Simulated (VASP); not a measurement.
VASP ran on this input.

INCAR:
```
SYSTEM = SrCl2
PREC = Accurate
ENCUT = 400
EDIFF = 1E-8
NELM = 100
ALGO = Normal
LREAL = .FALSE.
LASPH = .TRUE.
ISMEAR = 0
SIGMA = 0.05
LMAXMIX = 4
LWAVE = .FALSE.
LCHARG = .FALSE.
IBRION = 1
ISIF = 2
NSW = 30
EDIFFG = -0.001
```

File KPOINTS:
```
Automatic mesh
0
Gamma
5 5 5
0 0 0
```

### POSCAR
```
SrCl2
1.0
  0.0000000000   3.4068686595   3.4068686595
  3.4068686595   0.0000000000   3.4068686595
  3.4068686595   3.4068686595   0.0000000000
Sr Cl
1 2
Cartesian
  0.0000000000   0.0000000000   0.0000000000
  1.7034343298   1.7034343298   1.7034343298
  5.1103029893   5.1103029893   5.1103029893
```

POTCAR, in this order: Sr_sv Cl (LDA.64 set). Program: vasp_std.

Problem. Write an equivalent input for Ansatz.

Solution. One equivalent input (not run):
Ansatz 0.2 input:
```yaml
crystal:
  lattice:
    - [0.0000000, 3.4068687, 3.4068687]
    - [3.4068687, 0.0000000, 3.4068687]
    - [3.4068687, 3.4068687, 0.0000000]
  atoms:
    - { symbol: Sr, position: [0.0000000, 0.0000000, 0.0000000] }
    - { symbol: Cl, position: [0.2500000, 0.2500000, 0.2500000] }
    - { symbol: Cl, position: [0.7500000, 0.7500000, 0.7500000] }
kpoints:
  mp_grid: { grid: [5, 5, 5] }
hamiltonian:
  xc: lda
  pseudopotentials: { kind: paw }
scf:
  occupations: { method: gaussian, width: 0.05 }
  max_iter: 100
relax:
  max_steps: 30
  f_tol: 0.001
output: { forces: true, stress: true, eigenvalues: true }
```
The two are equivalent in intent, not identical: each code has its own PAW files, so the cut-off isn't converted (ENCUT is set for VASP's; basis.ecutwfc is left out, and Ansatz then takes the one that its files recommend); Ansatz stops its SCF on the density residual and VASP on the energy change (EDIFF); Ansatz's lda is the Perdew-Wang form, while the LDA potentials of VASP carry Perdew-Zunger's.

The compound is SrCl2 in the fluorite structure. It was relaxed first, which changed the volume by -7 %. The start is the result of an earlier pass.
